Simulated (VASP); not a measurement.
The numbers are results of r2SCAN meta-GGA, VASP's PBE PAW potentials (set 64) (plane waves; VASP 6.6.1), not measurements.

VASP input:

File KPOINTS:
```
Automatic mesh
0
Gamma
13 13 13
0 0 0
```

**POSCAR**
```
Mg
1.0
 -1.7752758415   1.7752758415   1.7752758415
  1.7752758415  -1.7752758415   1.7752758415
  1.7752758415   1.7752758415  -1.7752758415
Mg
1
Cart
  0.0000000000   0.0000000000   0.0000000000
```

INCAR:
```
! general
SYSTEM   =  Mg
PREC     =  Accurate
ENCUT    =  400
LREAL    =  .False.
LASPH    =  .True.

! electronic loop
EDIFF    =  1E-6
NELM     =  100
ALGO     =  Normal
LMIXTAU  =  .True.

! smearing
ISMEAR   =  1
SIGMA    =  0.1

! functional
METAGGA  =  R2SCAN

! ions
IBRION   =  2
NSW      =  60
ISIF     =  3
EDIFFG   =  -0.01

! output
LWAVE    =  .False.
LCHARG   =  .False.
```

POTCAR, in this order: Mg (PBE.64 set). Program: vasp_std.

The resulting files:

**OUTCAR**
```
 ion  position               nearest neighbor table
   1  0.000  0.000  0.000-
  LATTYP: Found a body centered cubic cell.
 ALAT       =     3.5505516830
 Subroutine PRICEL returns:
 Original cell was already a primitive cell.
 Subroutine GETGRP returns: Found 48 space group operations
The static configuration has the point symmetry O_h .
The dynamic configuration has the point symmetry O_h .
 Subroutine INISYM returns: Found 48 space group operations
 Subroutine IBZKPT returns following result:
 Found     84 irreducible k-points:

 Following reciprocal coordinates:
            Coordinates               Weight
  0.000000  0.000000  0.000000      1.000000
  0.076923  0.000000  0.000000     12.000000
  0.153846  0.000000  0.000000     12.000000
  0.230769  0.000000  0.000000     12.000000
  0.307692  0.000000  0.000000     12.000000
  0.384615  0.000000  0.000000     12.000000
  0.461538  0.000000  0.000000     12.000000
  0.076923  0.076923  0.000000     24.000000
  0.153846  0.076923  0.000000     48.000000
  0.230769  0.076923  0.000000     48.000000
  0.307692  0.076923  0.000000     48.000000
  0.384615  0.076923  0.000000     48.000000
  0.461538  0.076923  0.000000     24.000000
  0.153846  0.153846  0.000000     24.000000
  0.230769  0.153846  0.000000     48.000000
  0.307692  0.153846  0.000000     48.000000
  0.384615  0.153846  0.000000     48.000000
  0.230769  0.230769  0.000000     24.000000
  0.307692  0.230769  0.000000     48.000000
  0.384615  0.230769  0.000000     24.000000
  0.307692  0.307692  0.000000     24.000000
  0.076923  0.076923  0.076923      8.000000
  0.153846  0.076923  0.076923     24.000000
  0.230769  0.076923  0.076923     24.000000
  0.307692  0.076923  0.076923     24.000000
  0.384615  0.076923  0.076923     24.000000
 -0.076923  0.076923  0.076923      6.000000
  0.153846  0.153846  0.076923     24.000000
  0.230769  0.153846  0.076923     48.000000
  0.307692  0.153846  0.076923     48.000000
  0.384615  0.153846  0.076923     24.000000
 -0.153846  0.153846  0.076923     24.000000
  0.230769  0.230769  0.076923     24.000000
  0.307692  0.230769  0.076923     48.000000
 -0.230769  0.230769  0.076923     24.000000
 -0.153846  0.230769  0.076923     24.000000
  0.307692  0.307692  0.076923      8.000000
 -0.307692  0.307692  0.076923     24.000000
 -0.230769  0.307692  0.076923     48.000000
 -0.384615  0.384615  0.076923     24.000000
   k-points           NKPTS =     84   k-points in BZ     NKDIM =     84   number of bands    NBANDS=      5
   number of dos      NEDOS =    301   number of ions     NIONS =      1
   total plane-waves  NPLWV =   8000
   dimension x,y,z NGX =    20 NGY =   20 NGZ =   20
   dimension x,y,z NGXF=    40 NGYF=   40 NGZF=   40
   ions per type =               1
   PREC   = accura    normal or accurate (medium, high low for compatibility)
   ISTART =      0    job   : 0-new  1-cont  2-samecut
   ICHARG =      2    charge: 1-file 2-atom 10-const
   ISPIN  =      1    spin polarized calculation?
   LNONCOLLINEAR =      F non collinear calculations
   LSORBIT =      F    spin-orbit coupling
   INIWAV =      1    electr: 0-lowe 1-rand  2-diag
   ENCUT  =  400.0 eV  29.40 Ry    5.42 a.u.   5.01  5.01  5.01*2*pi/ulx,y,z
   NELM   =    100;   NELMIN=  2; NELMDL= -5     # of ELM steps
   EDIFF  = 0.1E-05   stopping-criterion for ELM
   LREAL  =      F    real-space projection
   NLSPLINE    = F    spline interpolate recip. space projectors
   LMAXMIX     =    2 max onsite mixed and CHGCAR
   VOSKOWN=      0    Vosko Wilk Nusair interpolation
...
```

OSZICAR:
```
       N       E                     dE             d eps       ncg     rms          rms(c)
DAV:   1    -0.344827243637E+01   -0.34483E+01   -0.70104E+02   960   0.221E+02
DAV:   2    -0.412572686137E+01   -0.67745E+00   -0.60559E+00  1095   0.146E+01
DAV:   3    -0.412922759318E+01   -0.35007E-02   -0.34978E-02  1200   0.128E+00
DAV:   4    -0.412923363004E+01   -0.60369E-05   -0.60366E-05  1180   0.381E-02
DAV:   5    -0.412923367577E+01   -0.45734E-07   -0.45785E-07  1185   0.224E-03    0.671E-01
DAV:   6    -0.411721556464E+01    0.12018E-01   -0.83787E-02  1010   0.152E+00    0.523E-01
DAV:   7    -0.421961502316E+01   -0.10240E+00   -0.29647E-02   860   0.101E+00    0.381E-01
DAV:   8    -0.411767755834E+01    0.10194E+00   -0.38032E-02   870   0.104E+00    0.195E-02
DAV:   9    -0.411973124374E+01   -0.20537E-02   -0.89504E-03   880   0.508E-01    0.273E-02
DAV:  10    -0.411526756714E+01    0.44637E-02   -0.24998E-04  1025   0.156E-01    0.288E-02
DAV:  11    -0.411354258087E+01    0.17250E-02   -0.10011E-03   955   0.212E-01    0.295E-03
DAV:  12    -0.411316537390E+01    0.37721E-03   -0.14785E-04   940   0.605E-02    0.326E-03
DAV:  13    -0.411316250516E+01    0.28687E-05   -0.25108E-06  1070   0.123E-02    0.344E-03
DAV:  14    -0.411314841117E+01    0.14094E-04   -0.85696E-07   930   0.920E-03    0.164E-03
DAV:  15    -0.411314481294E+01    0.35982E-05   -0.16092E-06   940   0.665E-03    0.103E-03
DAV:  16    -0.411314579107E+01   -0.97813E-06   -0.12833E-07   510   0.270E-03
   1 F= -.41131458E+01 E0= -.41129047E+01  d E =-.411315E+01
```

### OUTCAR
```
------------------------ aborting loop because EDIFF is reached ----------------------------------------
  FORCE on cell =-STRESS in cart. coord.  units (eV):
  Direction    XX          YY          ZZ          XY          YZ          ZX
  --------------------------------------------------------------------------------------
  Total        0.0027284      0.0027284      0.0027284     -0.0000000      0.0000000      0.0000000
  in kB        0.1953262      0.1953262      0.1953262     -0.0000000      0.0000000      0.0000000
  external PRESSURE =       0.1953262 kB  Pullay stress =       0.0000000 kB
  volume of cell :       22.38
      direct lattice vectors                 reciprocal lattice vectors
    -1.775275842  1.775275842  1.775275842     0.000000000  0.281646372  0.281646372
     1.775275842 -1.775275842  1.775275842     0.281646372  0.000000000  0.281646372
     1.775275842  1.775275842 -1.775275842     0.281646372  0.281646372  0.000000000
 POSITION                                       TOTAL-FORCE (eV/Angst)
 -----------------------------------------------------------------------------------
      0.00000      0.00000      0.00000         0.000000     -0.000000      0.000000
 -----------------------------------------------------------------------------------
    total drift:                                0.000000      0.000000     -0.000000
  FREE ENERGIE OF THE ION-ELECTRON SYSTEM (eV)
  ---------------------------------------------------
  free  energy   TOTEN  =        -4.1131457911 eV

  energy  without entropy=       -4.1124223681  energy(sigma->0) =       -4.11290465

 reached required accuracy - stopping structural energy minimisation
```
(Selected blocks of OUTCAR.)

The structure was generated: Mg was put into the bcc type (Im-3m), which need not be its known phase. It was relaxed first. The start is the result of an earlier pass.
